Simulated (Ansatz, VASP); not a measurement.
# Cross-check of C126N between VASP and Ansatz

One calculation is typed for both programs; each brings its own data sets. How far apart do they land? The cell is taken from a series of runs on this material, whose earlier steps may have relaxed, scaled, displaced or heated it; both programs get it as it stands.

Program: Ansatz 0.2.0. Level of theory: plane waves, with VASP 6.6.1 beside it; single point at PBE. Results are calculated unless marked as measured.

## 1. Set-up

The cell holds 127 atoms: 126 C and 1 N. Its edges and angles: a = 10.102 Å, b = 10.102 Å, c = 10.102 Å, α = 60.0°, β = 60.0°, γ = 60.0°. It derives from C (C (Fd-3m)). Nearest the centre at fractional (0.500, 0.500, 0.500): C77 at 1.66 Å, C83 at 1.66 Å, C84 at 1.66 Å, N127 at 1.70 Å, C76 at 2.50 Å, C78 at 2.50 Å, C82 at 2.50 Å, C89 at 2.50 Å.

## 2. Ansatz: single point, PBE

Ansatz runs on its default PAW (the set named soft_2) files.

A single point gives forces, pressure and levels at one fixed geometry, so differences don't come from the geometry; what else differs is listed under the comparison.

File input.yaml:

```yaml
crystal:
  checkpoint: "../qm1_M2.relax_smeared.run"
  host: checkpoint
basis:
  ecutwfc: 420
  xc_grid: 2
hamiltonian:
  xc: pbe
kpoints:
  mp_grid: { grid: [2, 2, 2], shift: [0.5, 0.5, 0.5] }
scf:
  occupations: { method: fermi_dirac, width: 0.01 }
  max_iter: 100
output:
  forces: true
  eigenvalues: true
  charged_corrections: { defect_position: [0.5, 0.5, 0.5] }
checkpoint:
  read: "../qm1_M2.relax_smeared.run"
  write: "../qm1_M2.point_neutral.run"
  compress: false
  write_wavefunctions: false
  write_every: 100000
magnetization:
  spin_polarized: true
  initial_magnetization: 1
  spin_locking: { lock_magnetization: hard }
```

Started as:

```bash
ansatz run input.yaml --threads 4 --pin off --max-ram 14131MiB --backend cpu --events-out ev --progress --plain --runs-dir out
```

Numbers of over 12 decimals in the logs are rounded to 6 here.

The log of the run:

```text
Warning: at least one further symmetry operation maps every atom of the structure, as the run holds it, onto an atom to within 2.03e-5 (fractional), and is not used: no operation is sought that the atoms, as the run holds them, miss by more than 2.00e-5, twice crystal.symmetry.tolerance (1.0e-5). The run uses 1 unitary operations. The run imposes no operation that its atoms and lattice do not hold. Figures that only  [...]
checkpoint.read: neither the saved density nor the saved orbitals are used: the state is of another total charge, and does not settle where this run's electrons and spins go. The run starts from its atoms. Which states do: the manual's quickstart, A charge series.
crystal.checkpoint: the structure is that of <dir>, a `relax` run, at its step 6: its result, under pbe at a charge of -1 e; 127 atoms read, 3 with a starting moment; this deck's charge is 0 e; this run starts in the magnetic order that was found there; no density is read with it (checkpoint.read); crystal.structure_sha256 for this input is
Engine: ansatz 0.2.0, aarch64-unknown-linux-gnu
Pseudopotentials: kind: paw
Pseudopotential: C, paw, valence charge 4, recommended cutoff 420 eV (normal), C.paw.azcp
Pseudopotential: N, paw, valence charge 5, recommended cutoff 420 eV (normal), N.paw.azcp
Functional definition: PBE
  parameter kappa = 0.804
  parameter beta = 0.066725
  exchange = pbe_x(kappa = kappa, mu = beta*pi^2/3)
  correlation = pbe_c(beta = beta)
Crystal: 127 atoms, lattice volume = 728.945 Å³
Basis set: ecut = 420 eV, 14211 PW (Γ), exchange–correlation on 144×144×144 points (8 copies of the dense FFT grid, shifted against one another)
Bands: 382, of which v1, the nominal top of the filled ones, is band 255 counted from 1 (254 counted from 0)
Symmetry: 1 space group operations
Space group: P1 (ITA 1), of the structure as read, at distance tolerance 9.0e-5 Å
Magnetic group: BNS 1.1 (UNI 1), of the structure as read, at distance tolerance 9.0e-5 Å
k-points: 4 of 8 (time reversal used)
Non-local potential: C, projectors of the file, l = 0: 2, l = 1: 2, l = 2: 1
Non-local potential: N, projectors of the file, l = 0: 2, l = 1: 2, l = 2: 1
PAW form: soft (Blöchl's): semilocal exchange-correlation on the pseudo side does not see the compensation charge
PAW one-centre angular grid: C, 110 points (default); XC on 64 Gauss nodes
PAW one-centre angular grid: N, 110 points (default); XC on 64 Gauss nodes
Initial density: superposition of atomic densities (chi_scale 0.1, normalization cell, long waves kept (reshape's long-wave potential 0.20 eV rms))
Starting moments: Σ|m| = 1 μB on 3 of 127 sites
Initial wavefunctions: pseudopotential atomic-orbital guess
Functional: x = pbe(κ = 0.804, μ = 0.219515), c = pbe(β = 0.066725)
SCF iter   1: F=—  HF=-32011.970714 eV  |F-HF|=—  |Δ(HF+E_count)|=         —  Δρ=6.96e-2 (↑6.94e-2 ↓6.96e-2)  dr2=1.02e2  dr2_m=7.45e-2  M=1.000 μB ∫|m|=1.068 μB  β_m=0.30  ethr=3.10e-3  ⟨swp⟩=7.0  Hψ=12260  notcnv=0  defer=738
preconditioner: auto → Resta (q_TF=auto, 2.570 Å⁻¹)  ε∞=4.3  [insulator: Δε(μ)=0.059 eV  Ē_g=17.019 eV  σ=0.010 eV  W_gap=0.89  n_scr=180 (ndim 8)  ℏωp=31.0 eV  f_vac=0.000  D(μ)=3.40/eV (n_scr^D=14)  ε∞_Penn≈4.3]
spin=Collinear: Resta preconditioning applied to the charge; magnetization (m = ρ↑ − ρ↓) channel mixes plain (no charge-response kernel on spin).
SCF iter   2: F=—  HF=-31996.820438 eV  |F-HF|=—  |Δ(HF+E_count)|=    1.52e1  Δρ=5.08e-2 (↑5.06e-2 ↓5.08e-2)  dr2=5.48e1  dr2_m=4.23e-2  M=1.000 μB ∫|m|=1.076 μB  β_m=0.65  ethr=3.10e-3  ⟨swp⟩=3.0  Hψ=5607  notcnv=0  defer=964
SCF iter   3: F=—  HF=-31979.401675 eV  |F-HF|=—  |Δ(HF+E_count)|=    1.74e1  Δρ=5.46e-3 (↑5.46e-3 ↓4.38e-3)  dr2=5.66e-1  dr2_m=7.11e-3  M=1.000 μB ∫|m|=1.129 μB  β_m=0.73  ethr=3.10e-3  ⟨swp⟩=3.6  Hψ=5138  notcnv=0  defer=966
SCF iter   4: F=—  HF=-31979.687967 eV  |F-HF|=—  |Δ(HF+E_count)|=   2.86e-1  Δρ=8.04e-3 (↑8.04e-3 ↓2.99e-3)  dr2=1.32e0  dr2_m=5.28e-2  M=1.000 μB ∫|m|=1.134 μB  β_m=0.73  ethr=1.11e-4  ⟨swp⟩=4.0  Hψ=4544  notcnv=0  defer=966
SCF iter   5: F=—  HF=-31979.668986 eV  |F-HF|=—  |Δ(HF+E_count)|=   1.90e-2  Δρ=2.25e-3 (↑2.25e-3 ↓1.18e-3)  dr2=1.01e-1  dr2_m=3.43e-3  M=1.000 μB ∫|m|=1.134 μB  β_m=0.71  ethr=1.11e-4  ⟨swp⟩=3.2  Hψ=3455  notcnv=0  defer=966
[...]
k-point 2 ↑: bands = [... 251 lower, 12.3249, 12.3803, 13.3822, 14.1150, 14.5676, 17.5495, 17.6165, 18.3437, ... 123 higher]
  k-point 3 ↓: bands = [... 251 lower, 12.3687, 12.4142, 13.1823, 14.8383, 15.4858, 17.5640, 17.6082, 18.3111, ... 123 higher]
```

## 3. VASP: single point, PBE

The same cell, functional, mesh and smearing now go to VASP, with its own data sets.

Lines of VASP's logs that name or quote its potential files are left out, and so is its time.

File INCAR:

```
SYSTEM = C126N
PREC = Accurate
ENCUT = 520
EDIFF = 1E-06
NELM = 200
ISMEAR = -1
SIGMA = 0.01
LREAL = Auto
ALGO = Normal
GGA = PE
NBANDS = 352
ISPIN = 2
MAGMOM = -0 0 -0 0 -0 0 -0 0 0 -0 0 0 0 -0 0 -0 0 0 -0 0 0 0 -0 0 -0 0 -0 0 -0 -0 -0 0 0 0 -0 0 -0 0 0 -0 0 0 0 0 0 -0 0 -0 -0 0 -0 0 0 0 0 -0 0 -0 0 -0 0 -0 0 0 0 -0 0 0 -0.01 0 -0.01 -0 -0 -0 0 0 -0.14 0 0 0.01 0.02 -0 0.25 0.24 -0 0.02 -0 0.02 -0.01 0.01 -0.01 0.02 -0 0 -0 0 -0 0 0 -0.01 0 0 -0 0 -0 0 0 0 -0 0 -0 0.02 -0 0.01 -0 0.02 -0 0 -0 0 -0 0 -0 0 -0 0 0.01
LORBIT = 11
LWAVE = .FALSE.
LCHARG = .FALSE.
ISIF = 2
ISYM = 0
NUPDOWN = 1
LASPH = .TRUE.
GGA_COMPAT = .FALSE.
KPAR = 4
```

File POSCAR:

```
C126N
1.0
    0.0000000000      7.1431247189      7.1431247189
    7.1431247189      0.0000000000      7.1431247189
    7.1431247189      7.1431247189      0.0000000000
C N
126 1
Direct
    0.9999485335      0.0001367300      0.0000136321
    0.0624799417      0.0626544527      0.0625294054
[... 19 atom lines left out ...]
    0.0607855108      0.5628353742      0.5627090735
[... 1 atom line left out ...]
    0.0607819967      0.5628359248      0.8137869085
[... 21 atom lines left out ...]
    0.3130791202      0.3142643425      0.5631179135
    0.2501369127      0.2505513964      0.7497124474
    0.3130740580      0.3142663783      0.8096529369
[... 3 atom lines left out ...]
    0.3130778967      0.5632408315      0.3141457260
    0.2471037435      0.5032117960      0.5030927565
    0.2470975538      0.5032193290      0.7467052674
    0.3130721854      0.5632417272      0.8096625817
[... 2 atom lines left out ...]
    0.2501374043      0.7498353982      0.2504303879
    0.3130706146      0.8097805697      0.3141430715
    0.2470970090      0.7468303710      0.5030970996
    0.3130744420      0.8097784590      0.5631193381
    0.2501349717      0.7498360010      0.7497150593
[... 6 atom lines left out ...]
    0.5621547347      0.0623704170      0.5623452542
[... 1 atom line left out ...]
    0.5621527332      0.0623738606      0.8132355469
[... 3 atom lines left out ...]
    0.5626096729      0.3131731092      0.3130504839
    0.5010411722      0.2516532401      0.5004988053
    0.5690201537      0.2991138050      0.5659867336
    0.5010361338      0.2516609799      0.7469169391
    0.5626090040      0.3131710606      0.8112823352
[... 1 atom line left out ...]
    0.5621560361      0.5624670849      0.0622503132
    0.5010393949      0.5006240406      0.2515374291
    0.5690133895      0.5661083131      0.2990104134
    0.5690207775      0.5661181496      0.5660014947
    0.5010342465      0.5006164573      0.7469320413
    0.5621563419      0.5624700588      0.8132344030
[... 1 atom line left out ...]
    0.5621557519      0.8133542434      0.0622548864
    0.5010322298      0.7470456411      0.2515381082
    0.5626073789      0.8114050855      0.3130509717
    0.5010340965      0.7470457929      0.5004962932
    0.5621556467      0.8133562215      0.5623469776
[... 7 atom lines left out ...]
    0.8138273030      0.0619233187      0.5621801882
[... 4 atom lines left out ...]
    0.7498742288      0.2504135099      0.2502877488
    0.8122656470      0.3128165296      0.3126908851
    0.7491647732      0.2499700983      0.5004885312
    0.8122654370      0.3128145585      0.5623420641
    0.7498730972      0.2504086372      0.7495404944
[... 2 atom lines left out ...]
    0.8138292403      0.5623015885      0.0618033876
    0.7491593485      0.5006158021      0.2498484093
    0.8122660543      0.5624645852      0.3126934459
    0.7491680433      0.5006143301      0.5004944103
    0.8138403263      0.5623030563      0.5621797401
[... 4 atom lines left out ...]
    0.7498729846      0.7496610797      0.2502905427
[... 5 atom lines left out ...]
    0.2937489553      0.5688730878      0.5687466669
```

File KPOINTS:

```
Points of the shifted mesh
8
Reciprocal
 0.2500000000  0.2500000000  0.2500000000 1
 0.2500000000  0.2500000000  0.7500000000 1
 0.2500000000  0.7500000000  0.2500000000 1
 0.2500000000  0.7500000000  0.7500000000 1
 0.7500000000  0.2500000000  0.2500000000 1
 0.7500000000  0.2500000000  0.7500000000 1
 0.7500000000  0.7500000000  0.2500000000 1
 0.7500000000  0.7500000000  0.7500000000 1
```

PAW data sets: C and N (PBE family, release 64).

Started as:

```bash
mpirun -np 16 vasp_std
```

The log of the run:

```text
[banner, memory and clock lines left out]
running   16 mpi-ranks, on    1 nodes
[...]
|                                                                             |
|           W    W    AA    RRRRR   N    N  II  N    N   GGGG   !!!           |
|           W    W   A  A   R    R  NN   N  II  NN   N  G    G  !!!           |
|           W    W  A    A  R    R  N N  N  II  N N  N  G       !!!           |
|           W WW W  AAAAAA  RRRRR   N  N N  II  N  N N  G  GGG   !            |
|           WW  WW  A    A  R   R   N   NN  II  N   NN  G    G                |
|           W    W  A    A  R    R  N    N  II  N    N   GGGG   !!!           |
|                                                                             |
|     For optimal performance we recommend to set                             |
|       NCORE = 2 up to number-of-cores-per-socket                            |
|     NCORE specifies how many cores store one orbital (NPAR=cpu/NCORE).      |
|     This setting can greatly improve the performance of VASP for DFT.       |
[...]
|     multi-core architectures or massively parallel machines. Do your        |
|     Unfortunately you need to use the default for GW and RPA                |
|     calculations (for HF NCORE is supported but not extensively tested      |
|     yet).                                                                   |
|                                                                             |

 LDA part: xc-table for (Slater+PW92), standard interpolation
 POSCAR, INCAR and KPOINTS ok, starting setup
[...]
entering main loop
       N       E                     dE             d eps       ncg     rms          rms(c)
DAV:   1     0.160304288751E+04    0.16030E+04   -0.27018E+05 11264   0.142E+03
DAV:   2    -0.104378852984E+04   -0.26468E+04   -0.25165E+04 13672   0.283E+02
DAV:   3    -0.118484963233E+04   -0.14106E+03   -0.13962E+03 14200   0.613E+01
DAV:   4    -0.118768369413E+04   -0.28341E+01   -0.28225E+01 14424   0.858E+00
[...]
DAV:  17    -0.114808709144E+04    0.22568E-05   -0.78076E-05 13912   0.133E-02    0.194E-02
DAV:  18    -0.114808709486E+04   -0.34249E-05   -0.89594E-05 14128   0.978E-03    0.603E-03
DAV:  19    -0.114808709540E+04   -0.53438E-06   -0.42136E-06 12456   0.360E-03
   1 F= -.11480871E+04 E0= -.11480871E+04  d E =-.872273E-10  mag=     1.0000
```

OUTCAR, selected parts (step 3):

```text
 magnetization (x)
# of ion       s       p       d       tot
------------------------------------------
    1       -0.000  -0.000   0.000  -0.000
    2        0.000   0.000   0.000   0.000
    3       -0.000  -0.000   0.000  -0.000
    4        0.000   0.000   0.000   0.000
    5       -0.001  -0.003   0.000  -0.003
    6        0.000   0.000   0.000   0.000
[...]
125        0.000  -0.000   0.000  -0.000
  126        0.000   0.001   0.000   0.001
  127        0.002   0.014   0.000   0.015
--------------------------------------------------
tot          0.080   0.543   0.000   0.623
```

The run ends at a pressure of 0.65 GPa, with forces up to 0.75 eV/Å.

## 4. Comparison

Known differences besides the potentials themselves: VASP starts from the moments at which Ansatz ended; the cutoff is 420 eV in Ansatz and 520 eV in VASP (PREC = Accurate, projectors in real space); site moments are counted in spheres of each program's own size. Total energies have different zeros and are not compared.

Compared:

```csv
quantity,Ansatz,VASP,difference
"total moment, fixed by the input (μB)",1.00,1.00,0.00
moment on C83 (μB),0.25,0.34,-0.09
moment on C84 (μB),0.24,0.33,-0.09
moment on C77 (μB),-0.14,-0.20,+0.05
```

Forces on 10 of the 127 atoms, those with the largest forces and the largest differences (eV/Å; atoms numbered as in POSCAR):

```
atom          Ansatz x, y, z            VASP x, y, z
 C60    0.113, -0.118, 0.174    0.119, -0.120, 0.206
 C62     0.038, 0.010, 0.007     0.069, 0.013, 0.012
 C76    0.129, -0.639, 0.124    0.124, -0.651, 0.115
 C77    -0.123, 0.151, 0.543    -0.099, 0.129, 0.554
 C78    0.616, -0.120, 0.112    0.634, -0.109, 0.102
 C83  -0.651, -0.107, -0.326  -0.628, -0.103, -0.338
 C84    0.096, 0.674, -0.336    0.096, 0.655, -0.348
 C89    0.603, 0.032, -0.079    0.623, 0.017, -0.063
 C91  -0.046, -0.627, -0.094  -0.027, -0.641, -0.078
N127    -0.322, 0.325, 0.441    -0.318, 0.326, 0.450
```

The forces differ by 11 meV/Å r.m.s., which is 8.5 % of the r.m.s. force of 0.124 eV/Å (both taken over all components).

## 5. Outcome

```json
{
  "r.m.s. force difference (single point, PBE)": "11 meV/Å"
}
```

**Reading.** The r.m.s. force difference is 11 meV/Å (single point, PBE), within the 12 meV/Å picked in this series as the mark of a large difference. How closely two codes agree says nothing of how well the functional describes the real material.

[Lines on the potential files, build, host, timing and source positions are cut from VASP's logs without a mark.]

[Logs are printed without paths, hosts, clocks, repeated set-up lines and the standing remarks that a program may print on its own settings, such as how far it seeks lower states.]

[Hosts, paths, dates, database ids (printed as entryN), source tags and the programs' standing remarks are cut or masked in the printed files.]
